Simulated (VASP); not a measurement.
Level of theory: PBE GGA + U (Dudarev), VASP's PBE PAW potentials (set 64) (plane waves; VASP).

Input for VASP

### INCAR
```
! general
SYSTEM     =  CuI
PREC       =  Accurate
ENCUT      =  400
LREAL      =  .False.
LASPH      =  .True.

! electronic loop
EDIFF      =  1E-6
NELM       =  100
ALGO       =  Normal
LMAXMIX    =  2

! smearing
ISMEAR     =  0
SIGMA      =  0.05

! functional
GGA        =  PE

! DFT+U
LDAU       =  .True.
LDAUTYPE   =  2
LDAUL      =  2 -1
LDAUU      =  5.0 0
LDAUJ      =  0 0
LDAUPRINT  =  1

! ions
ISIF       =  2

! output
LWAVE      =  .False.
LCHARG     =  .False.
LORBIT     =  10
```

### KPOINTS
```
Automatic mesh
0
Gamma
7 7 7
0 0 0
```

File POSCAR:
```
CuI
3.0250
  0.0000000000   1.0000000000   1.0000000000
  1.0000000000   0.0000000000   1.0000000000
  1.0000000000   1.0000000000   0.0000000000
Cu I
1 1
direct
  0.0000000000   0.0000000000   0.0000000000
  0.2500000000   0.2500000000   0.2500000000
```

POTCAR, in this order: Cu I (PBE.64 set). Program: vasp_std.

Unless said otherwise, spin-orbit coupling is left out, though it shifts the bands of the heavy elements here.

**Question.** Predict the energy per atom (σ→0), band gap (on the k-mesh).

**Answer.** 
```json
{
 "energy per atom (σ→0)": "-2.108 eV/atom",
 "band gap (on the k-mesh)": "1.92 eV"
}
```

**OSZICAR**
```
...
DAV:   6    -0.422253460718E+01    0.22259E-01   -0.19682E-01   550   0.165E+01    0.229E+00
DAV:   7    -0.421686252612E+01    0.56721E-02   -0.72888E-02   625   0.978E+00    0.130E+00
DAV:   8    -0.421529927163E+01    0.15633E-02   -0.14193E-02   825   0.347E+00    0.137E-01
DAV:   9    -0.421547690256E+01   -0.17763E-03   -0.98175E-04   800   0.339E-01    0.536E-02
DAV:  10    -0.421569503421E+01   -0.21813E-03   -0.32476E-04   540   0.194E-01    0.477E-02
DAV:  11    -0.421568749688E+01    0.75373E-05   -0.18140E-05   640   0.416E-02    0.924E-03
DAV:  12    -0.421568792231E+01   -0.42543E-06   -0.90216E-06   596   0.252E-02
   1 F= -.42156879E+01 E0= -.42156879E+01  d E =-.108936E-13
```

The compound is CuI in the zinc blende structure. The cell was not relaxed at this level. The run is one of a series of settings (LDAU = .TRUE., LDAUJ = 0 0, LDAUL = 2 -1, LDAUTYPE = 2, LDAUU = 5.0 0, LMAXMIX = 2 against the base run), some of them coarse on purpose.
